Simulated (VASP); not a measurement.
These are PBEsol GGA, VASP's PBE PAW potentials (set 64) (plane waves; VASP 6.6.1) values and carry that method's errors.

VASP ran on this input.

File KPOINTS:
```
Automatic mesh
0
Gamma
6 6 3
0 0 0
```

POSCAR:
```
SnSe2
1.0
  1.9097740925  -3.3078259723   0.0000000000
  1.9097740925   3.3078259723   0.0000000000
  0.0000000000   0.0000000000   6.2565583339
Sn Se
1 2
Cart
  0.0000000000   0.0000000000   0.0000000000
  1.9097740925   1.1026108627   1.5846058938
  1.9097740925  -1.1026108627   4.6719524401
```

**INCAR**
```
! general
SYSTEM  = SnSe2
PREC    = Accurate
ENCUT   = 530
LREAL   = F
LASPH   = T

! electronic loop
EDIFF   = 1E-7
NELM    = 100
ALGO    = Normal
LMAXMIX = 4   ! l cut-off of mixed one-centre charges

! smearing
ISMEAR  = 0   ! Gaussian
SIGMA   = 0.05   ! width (eV)

! functional
GGA     = PS   ! PBEsol

! ions
IBRION  = 6
NSW     = 1
ISIF    = 3   ! ions, shape and volume
POTIM   = 0.015   ! step
NFREE   = 2

! output
LWAVE   = F
LCHARG  = F
```

POTCAR, in this order: Sn_d Se (PBE.64 set). Program: vasp_std.

The run wrote:

File OUTCAR:
```
 ion  position               nearest neighbor table
   1  0.000  0.000  0.000-   2 2.72   3 2.72   3 2.72   2 2.72   3 2.72   2 2.72
   2  0.333  0.667  0.253-   1 2.72   1 2.72   1 2.72
   3  0.667  0.333  0.747-   1 2.72   1 2.72   1 2.72
  LATTYP: Found a hexagonal cell.
 ALAT       =     3.8195483696
 C/A-ratio  =     1.6380361573
 Subroutine PRICEL returns:
 Original cell was already a primitive cell.
 Subroutine GETGRP returns: Found 12 space group operations
The static configuration has the point symmetry D_3d.
The dynamic configuration has the point symmetry D_3d.
 Subroutine INISYM returns: Found 12 space group operations
 Subroutine IBZKPT returns following result:
 Found     17 irreducible k-points:

 Following reciprocal coordinates:
            Coordinates               Weight
  0.000000  0.000000  0.000000      1.000000
  0.166667  0.000000  0.000000      6.000000
  0.333333 -0.000000  0.000000      6.000000
  0.500000 -0.000000  0.000000      3.000000
  0.166667  0.166667  0.000000      6.000000
  0.333333  0.166667  0.000000     12.000000
  0.333333  0.333333  0.000000      2.000000
  0.000000  0.000000  0.333333      2.000000
  0.166667  0.000000  0.333333      6.000000
  0.000000  0.166667  0.333333      6.000000
  0.333333 -0.000000  0.333333      6.000000
 -0.000000  0.333333  0.333333      6.000000
  0.500000 -0.000000  0.333333      6.000000
  0.166667  0.166667  0.333333     12.000000
  0.333333  0.166667  0.333333     12.000000
 -0.166667  0.500000  0.333333     12.000000
  0.333333  0.333333  0.333333      4.000000
 Subroutine IBZKPT_HF returns following result:
   k-points           NKPTS =     17   k-points in BZ     NKDIM =     17   number of bands    NBANDS=     17
   number of dos      NEDOS =    301   number of ions     NIONS =      3
   total plane-waves  NPLWV =  43200
   dimension x,y,z NGX =    30 NGY =   30 NGZ =   48
...
```

OSZICAR:
```
       N       E                     dE             d eps       ncg     rms          rms(c)
DAV:   1     0.193268163117E+03    0.19327E+03   -0.12532E+04   578   0.175E+03
DAV:   2     0.887323703056E+01   -0.18439E+03   -0.18120E+03   634   0.387E+02
DAV:   3    -0.125298846393E+02   -0.21403E+02   -0.20833E+02   743   0.122E+02
DAV:   4    -0.132200904531E+02   -0.69021E+00   -0.68882E+00   687   0.232E+01
DAV:   5    -0.132348217389E+02   -0.14731E-01   -0.14730E-01   862   0.357E+00    0.491E+00
DAV:   6    -0.129913700305E+02    0.24345E+00   -0.55647E-01   858   0.891E+00    0.312E+00
DAV:   7    -0.129643978163E+02    0.26972E-01   -0.14376E-01   738   0.297E+00    0.889E-01
DAV:   8    -0.129625013671E+02    0.18964E-02   -0.11109E-02   693   0.109E+00    0.249E-01
DAV:   9    -0.129625452241E+02   -0.43857E-04   -0.10663E-03   667   0.270E-01    0.708E-02
DAV:  10    -0.129625481080E+02   -0.28838E-05   -0.10239E-04   804   0.705E-02    0.266E-02
DAV:  11    -0.129625618118E+02   -0.13704E-04   -0.27395E-05   614   0.318E-02    0.677E-03
DAV:  12    -0.129625619340E+02   -0.12222E-06   -0.10400E-06   836   0.868E-03    0.506E-03
DAV:  13    -0.129625622909E+02   -0.35690E-06   -0.97710E-07   621   0.574E-03    0.130E-03
DAV:  14    -0.129625623115E+02   -0.20567E-07   -0.45596E-08   489   0.156E-03
   1 F= -.12962562E+02 E0= -.12962562E+02  d E =-.118625E-16
 Found     4 degrees of freedom:
 Adding 6 more for cell shape distortion
```

OUTCAR:
```
------------------------ aborting loop because EDIFF is reached ----------------------------------------
  FORCE on cell =-STRESS in cart. coord.  units (eV):
  Direction    XX          YY          ZZ          XY          YZ          ZX
  --------------------------------------------------------------------------------------
  Total        0.0041749      0.0041749      0.0038143     -0.0000000      0.0000000      0.0000000
  in kB        0.0846196      0.0846196      0.0773109     -0.0000000      0.0000000      0.0000000
  external PRESSURE =       0.0821834 kB  Pullay stress =       0.0000000 kB
  volume of cell :       79.05
      direct lattice vectors                 reciprocal lattice vectors
     1.909774092 -3.307825972  0.000000000     0.261811071 -0.151156682  0.000000000
     1.909774092  3.307825972  0.000000000     0.261811071  0.151156682  0.000000000
     0.000000000  0.000000000  6.256558334     0.000000000  0.000000000  0.159832283
 POSITION                                       TOTAL-FORCE (eV/Angst)
 -----------------------------------------------------------------------------------
      0.00000      0.00000      0.00000        -0.000000      0.000000      0.000000
      1.90977      1.10261      1.58461        -0.000000     -0.000000      0.004354
      1.90977     -1.10261      4.67195         0.000000      0.000000     -0.004354
 -----------------------------------------------------------------------------------
    total drift:                                0.000000     -0.000000      0.000000
  FREE ENERGIE OF THE ION-ELECTRON SYSTEM (eV)
  ---------------------------------------------------
  free  energy   TOTEN  =       -12.9625623115 eV

  energy  without entropy=      -12.9625623115  energy(sigma->0) =      -12.96256231
```
(Selected blocks of OUTCAR.)

**stdout**
```
...
 entering main loop
       N       E                     dE             d eps       ncg     rms          rms(c)
DAV:   1     0.193268163117E+03    0.19327E+03   -0.12532E+04   578   0.175E+03
DAV:   2     0.887323703056E+01   -0.18439E+03   -0.18120E+03   634   0.387E+02
DAV:   3    -0.125298846393E+02   -0.21403E+02   -0.20833E+02   743   0.122E+02
DAV:   4    -0.132200904531E+02   -0.69021E+00   -0.68882E+00   687   0.232E+01
DAV:   5    -0.132348217389E+02   -0.14731E-01   -0.14730E-01   862   0.357E+00    0.491E+00
DAV:   6    -0.129913700305E+02    0.24345E+00   -0.55647E-01   858   0.891E+00    0.312E+00
DAV:   7    -0.129643978163E+02    0.26972E-01   -0.14376E-01   738   0.297E+00    0.889E-01
DAV:   8    -0.129625013671E+02    0.18964E-02   -0.11109E-02   693   0.109E+00    0.249E-01
DAV:   9    -0.129625452241E+02   -0.43857E-04   -0.10663E-03   667   0.270E-01    0.708E-02
DAV:  10    -0.129625481080E+02   -0.28838E-05   -0.10239E-04   804   0.705E-02    0.266E-02
DAV:  11    -0.129625618118E+02   -0.13704E-04   -0.27395E-05   614   0.318E-02    0.677E-03
DAV:  12    -0.129625619340E+02   -0.12222E-06   -0.10400E-06   836   0.868E-03    0.506E-03
DAV:  13    -0.129625622909E+02   -0.35690E-06   -0.97710E-07   621   0.574E-03    0.130E-03
DAV:  14    -0.129625623115E+02   -0.20567E-07   -0.45596E-08   489   0.156E-03
   1 F= -.12962562E+02 E0= -.12962562E+02  d E =-.118625E-16
 Found     4 degrees of freedom:
 Adding 6 more for cell shape distortion
 Finite differences POTIM= 0.01500 DOF=  10

 -----------------------------------------------------------------------------
|                                                                             |
|     EEEEEEE  RRRRRR   RRRRRR   OOOOOOO  RRRRRR      ###     ###     ###     |
|     E        R     R  R     R  O     O  R     R     ###     ###     ###     |
|     E        R     R  R     R  O     O  R     R     ###     ###     ###     |
|     EEEEE    RRRRRR   RRRRRR   O     O  RRRRRR       #       #       #      |
|     E        R   R    R   R    O     O  R   R                               |
|     E        R    R   R    R   O     O  R    R      ###     ###     ###     |
|     EEEEEEE  R     R  R     R  OOOOOOO  R     R     ###     ###     ###     |
|                                                                             |
|     RE_READ_KPOINTS: the new IBZ does not contain all k-points of the       |
|     original IBZ.                                                           |
|                                                                             |
|     ... try setting KBLOWUP=.FALSE.                                         |
|     ... as a last resort: switch off symmetry                               |
|                                                                             |
|       ---->  I REFUSE TO CONTINUE WITH THIS SICK JOB ... BYE!!! <----       |
|                                                                             |
 -----------------------------------------------------------------------------
```

VASP stops with an error: RE_READ_KPOINTS: the new IBZ does not contain all k-points of the original IBZ. ... try setting KBLOWUP=.FALSE. ... as a last resort: switch off symmetry ----> I REFUSE TO CONTINUE WITH THIS SICK JOB ... BYE!!! <----

Without a dispersion term in the relaxation, distances and binding between the weakly bound layers, chains or molecules are unreliable, and so is what depends on them.

The compound is SnSe2 in the 1T layered structure. It was relaxed first.
